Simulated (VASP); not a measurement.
A convergence study with VASP on WSi$_{2}$: one setting is varied, all else stays as given below, so the limit is that of these other settings.

```xyz
6
Lattice="3.2004 0.0000 0.0000 0.0000 3.2004 0.0000 0.0000 0.0000 20.4794" Properties=species:S:1:pos:R:3 pbc="T T T"
Si     1.6002     1.6002    13.4794
Si     0.0000     0.0000     7.0000
Si     0.0000     0.0000     9.5761
Si     1.6002     1.6002    10.9032
W      0.0000     0.0000    12.1913
W      1.6002     1.6002     8.2880
```

The numbers are results of PBE GGA, VASP's PBE PAW potentials (set 64) (plane waves; VASP 6.6.1), not measurements. The tightest run used: 300 eV cut-off, 26×26×1 Γ-centred mesh, Gaussian smearing of 0.10 eV, potentials Si W_sv.

```csv
setting,E (eV/atom),largest force (eV/Å),irreducible k-points
2×2×1 mesh,-7.5552,2.215,3
3×3×1 mesh,-7.6576,0.488,3
4×4×1 mesh,-7.7172,0.330,6
5×5×1 mesh,-7.7340,0.334,6
6×6×1 mesh,-7.7317,0.313,10
7×7×1 mesh,-7.7358,0.237,10
8×8×1 mesh,-7.7363,0.195,15
```

Question: These are the cheaper rows. Estimate the results at 26×26×1 mesh, and how far the last row shown lies from them.

Answer: 
| quantity | tightest run | last row shown is off by |
|---|---|---|
| E (eV/atom) | -7.7370 | 0.0007 |
| largest force (eV/Å) | 0.216 | -0.021 |

Left out are rungs that failed or repeat a setting and relaxations that didn't move; long series are thinned to 24 rows.

The cell is a sheet or thin cut with vacuum, built from a generated structure.
